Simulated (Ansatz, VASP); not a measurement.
# Cross-check of Hf (Hafnium) between VASP and Ansatz, part 2 of 2

One calculation is typed for both programs; each brings its own data sets. How far apart do they land? The cell is taken from a series of runs on this material, whose earlier steps may have relaxed, scaled, displaced or heated it; both programs get it as it stands.

VASP 6.6.1 and Ansatz 0.2.0.

So far: Starting point; VASP: relaxation of cell and atoms, RPBE; Ansatz: relaxation of cell and atoms, RPBE; Comparison.

## Step 5: VASP: zone-centre phonons, RPBE

Level of this step: RPBE; plane waves and PAW (Hf_pv) (VASP).

Second derivatives magnify differences that forces hide, and they need a tight electronic threshold.

INCAR reads:

```
SYSTEM = Hf
PREC = Accurate
ENCUT = 500
EDIFF = 1E-08
NELM = 120
ISMEAR = -1
SIGMA = 0.15
LREAL = .FALSE.
ALGO = Normal
GGA = RP
NBANDS = 16
LASPH = .TRUE.
LORBIT = 11
LWAVE = .FALSE.
LCHARG = .FALSE.
ISIF = 2
IBRION = 8
GGA_COMPAT = .FALSE.
KPAR = 2
```

POSCAR reads:

```
Hf
1.0
    3.2323981828      0.0000000000      0.0000000000
   -1.6161990914      2.7993389414      0.0000000000
    0.0000000000      0.0000000000      5.1253477419
Hf
2
Direct
    0.3333333333      0.6666666667      0.2500000000
    0.6666666667      0.3333333333      0.7500000000
```

KPOINTS reads:

```
Automatic mesh
0
Gamma
15 15 8
0 0 0
```

PAW data sets: Hf_pv (PBE family, release 64).

Run with:

```bash
$ mpirun -np 2 vasp_std
```

Numbers of over 12 decimals in the logs are rounded to 6 here.

What it wrote:

```text
[banner, memory and clock lines left out]
running    2 mpi-ranks, on    1 nodes
[...]
[... a notice as in an earlier step ...]

 LDA part: xc-table for (Slater+PW92), standard interpolation
 POSCAR, INCAR and KPOINTS ok, starting setup
[...]
entering main loop
       N       E                     dE             d eps       ncg     rms          rms(c)
DAV:   1     0.465024180321E+02    0.46502E+02   -0.11309E+04  4336   0.115E+03
DAV:   2    -0.181791673835E+02   -0.64682E+02   -0.63332E+02  5656   0.245E+02
DAV:   3    -0.197536452121E+02   -0.15745E+01   -0.15641E+01  5832   0.263E+01
DAV:   4    -0.197666013121E+02   -0.12956E-01   -0.12953E-01  5216   0.292E+00
[...]
DAV:  11    -0.190766180155E+02   -0.57883E-05   -0.10751E-05  5560   0.267E-02    0.134E-02
DAV:  12    -0.190766182144E+02   -0.19892E-06   -0.63678E-07  5616   0.538E-03    0.236E-03
DAV:  13    -0.190766182087E+02    0.56853E-08   -0.18025E-08  4904   0.127E-03
   1 F= -.19076618E+02 E0= -.19005551E+02  d E =-.142134E+00
[...]
RMM:  15    -0.210668301598E+00   -0.17177E-07   -0.23665E-07 39244   0.323E-05    0.304E-05
RMM:  16    -0.210668307502E+00   -0.59042E-08   -0.12442E-07 35345   0.279E-05    0.201E-05
RMM:  17    -0.210668309925E+00   -0.24231E-08   -0.62939E-08 31078   0.259E-05    0.468E-06
 first order change of Fermi-energy  -0.22774E-05
 force on displaced ion       1 direction 1 :  -1.871   0.000   0.000
 Linear response progress:
  Degree of freedom:   2/  2
       N       E                     dE             d eps       ncg     rms          rms(c)
RMM:   1    -0.244927878988E+00   -0.24493E+00    0.47957E+00  6414   0.125E+01
RMM:   2    -0.255747332889E+00   -0.10819E-01   -0.43482E-02  9587   0.127E+00    0.701E-01
RMM:   3    -0.255074965940E+00    0.67237E-03   -0.47449E-03 11261   0.283E-01    0.192E-01
RMM:   4    -0.254726746446E+00    0.34822E-03   -0.64969E-04 13414   0.105E-01    0.196E-01
[...]
RMM:  14    -0.254231697670E+00   -0.22432E-07   -0.21006E-07 13760   0.369E-05    0.195E-05
RMM:  15    -0.254231694363E+00    0.33063E-08   -0.15390E-07 13723   0.299E-05    0.331E-06
RMM:  16    -0.254231694898E+00   -0.53489E-09   -0.60599E-08 12013   0.247E-05    0.253E-06
 first order change of Fermi-energy  -0.13589E-03
 force on displaced ion       1 direction 3 :   0.000   0.000  -3.103
 Linear response finished
```

Parts of OUTCAR (step 5):

```text
  Total       -0.1347311     -0.1347311     -0.1579973      0.0000000      0.0000000      0.0000000
  in kB       -4.6545201     -4.6545201     -5.4582903      0.0000000      0.0000000      0.0000000
  external PRESSURE =      -4.9224435 kB  Pullay stress =       0.0000000 kB

 POSITION                                       TOTAL-FORCE (eV/Angst)
 -----------------------------------------------------------------------------------
     -0.00000      1.86623      1.28134        -0.000000      0.000000      0.000000
      1.61620      0.93311      3.84401         0.000000     -0.000000      0.000000
 -----------------------------------------------------------------------------------
    total drift:                               -0.000000      0.000000     -0.000000

[... 1 part as in an earlier step ...]

[... 1 further part left out ...]
```

## Step 6: Ansatz: zone-centre phonons, RPBE

The same cell, functional, mesh and smearing now go to Ansatz, which takes its cutoff from its data sets.

The cell is taken from a series of runs on this material, whose earlier steps may have relaxed, scaled, displaced or heated it; both programs get it as it stands.

input.yaml reads:

```yaml
crystal:
  lattice:
    - [3.2323981828, 0.0, 0.0]
    - [-1.6161990914, 2.7993389414, 0.0]
    - [0.0, 0.0, 5.1253477419]
  atoms:
    - { symbol: Hf, position: [0.3333333333, 0.6666666667, 0.25] }
    - { symbol: Hf, position: [0.6666666667, 0.3333333333, 0.75] }
kpoints:
  mp_grid: { grid: [15, 15, 8] }
hamiltonian:
  xc: rpbe
scf:
  occupations: { method: fermi_dirac, width: 0.15 }
output:
  eigenvalues: true
phonons:
  method: dfpt
```

Run with:

```bash
$ ansatz run input.yaml --threads 8 --pin off --max-ram 14336MiB --backend cpu --events-out ev --progress --plain --runs-dir out
```

What it wrote:

```text
[...]
zone centre: on kpoints.mp_grid the ground state, and the responses unless they are solved on pairs of k-points, stand on 320 of the mesh's 1800 k-points, reduced under 4 symmetry operations, with k and −k counted as one. Each operation leaves every solved displacement unchanged or reverses it
[...]
Crystal: 2 atoms, lattice volume = 46.377 Å³
[...]
k mesh reduced under 4 symmetry operations, with k and −k counted as one. Each operation leaves every solved displacement unchanged or reverses it
  ASR residual: 8.020e-4 → 0.000e0 eV/Å²; symmetrization residual: 1.962e-12 eV/Å²
  ASR residual per site (eV/Å²): 8.02e-4 8.02e-4
  Γ frequencies (cm⁻¹): 0.00 0.00 0.00 75.23 75.23 99.56
  non-analytic LO–TO correction: not included (Born effective charges unavailable; polar crystals: no LO–TO splitting at Γ)
[key lines of the parts left out:]
SCF converged after 10 iterations
Free energy (F): -31467.642994 eV
Fermi energy:    19.206028 eV
```

## Step 7: Differences

What differs besides the data sets and the points named for the pairs above, as far as they apply: the data sets hold 52 valence electrons in Ansatz (on its default PAW (the set named soft_2) files) and 20 in VASP. Total energies have different zeros and are not compared.

Compared:

```tsv
quantity	Ansatz	VASP	difference
optical mode 1 to 2 (cm⁻¹)	75.2	75.5	-0.38 %
optical mode 3 (cm⁻¹)	99.6	97.2	+2.39 %
```

Modes are paired by rising frequency, not by their patterns, so a pair may set unlike modes beside each other; they are those without the splitting of longitudinal modes.

## Step 8: What came out

| Quantity | Value |
| --- | --- |
| difference in volume (relaxation of cell and atoms, RPBE) | 0.49 % |
| r.m.s. difference of the optical zone-centre modes, each program's sorted by frequency (zone-centre phonons, RPBE) | 1.4 cm⁻¹ |
| difference in optical mode 3 (zone-centre phonons, RPBE) | +2.4 % |

**Reading.** The difference in volume is 0.49 % (relaxation of cell and atoms, RPBE), within the 1.2 % picked in this series as the mark of a large difference, as far as the stopping tolerances let one tell. The data sets hold unlike numbers of valence electrons (52 in Ansatz and 20 in VASP), so part of the differences comes from the potentials. Among the rows given in per cent, the largest difference of the zone-centre phonons, RPBE pair is in optical mode 3, +2.4 %. 1 further run of this series is not shown here. Such differences can come from data sets, numerical settings and the points named under the comparisons, not from the functional's error against experiment.

[Lines on the potential files, build, host, timing and source positions are cut from VASP's logs without a mark.]

[Logs are printed without paths, hosts, clocks, repeated set-up lines and the standing remarks that a program may print on its own settings, such as how far it seeks lower states.]

[Hosts, paths, dates, database ids (printed as entryN), source tags and the programs' standing remarks are cut or masked in the printed files.]
